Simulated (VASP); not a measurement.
Input for VASP

POSCAR:
```
Mo
1
   -1.5750000000     1.5750000000     1.5750000000
    1.5750000000    -1.5750000000     1.5750000000
    1.5750000000     1.5750000000    -1.5750000000
Mo
1
Direct
  0.0000000000   0.0000000000   0.0000000000
```

### INCAR
```
SYSTEM=Mo
PREC=Accurate; ENCUT=520; LREAL=.False.
LASPH=.True.
EDIFF=1E-6; NELM=100; ALGO=Normal
LMAXMIX=4
ISMEAR=1; SIGMA=0.1
GGA=RE
IBRION=2; NSW=60; ISIF=3
EDIFFG=-0.01
LWAVE=.False.; LCHARG=.False.
```

File KPOINTS:
```
Automatic mesh
0
Gamma
15 15 15
0 0 0
```

POTCAR, in this order: Mo_sv (PBE.64 set). Program: vasp_std.

Problem. Write an equivalent input for Ansatz.

Solution. One equivalent input (not run):
Ansatz 0.2 input:
```yaml
crystal:
  lattice:
    - [-1.5750000, 1.5750000, 1.5750000]
    - [1.5750000, -1.5750000, 1.5750000]
    - [1.5750000, 1.5750000, -1.5750000]
  atoms:
    - { symbol: Mo, position: [0.0000000, 0.0000000, 0.0000000] }
kpoints:
  mp_grid: { grid: [15, 15, 15] }
hamiltonian:
  xc: revpbe
  pseudopotentials: { kind: paw }
scf:
  occupations: { method: methfessel_paxton, width: 0.1 }
  max_iter: 100
relax:
  max_steps: 60
  f_tol: 0.01
  cell: {}
output: { forces: true, stress: true, eigenvalues: true }
```
What does not carry over: each code has its own PAW files, so the cut-off isn't converted (ENCUT is set for VASP's; basis.ecutwfc is left out, and Ansatz then takes the one that its files recommend); Ansatz stops its SCF on the density residual and VASP on the energy change (EDIFF).

The compound is Mo in the bcc structure. This run relaxes it. Symmetry was kept, so distortions that lower it aren't found.
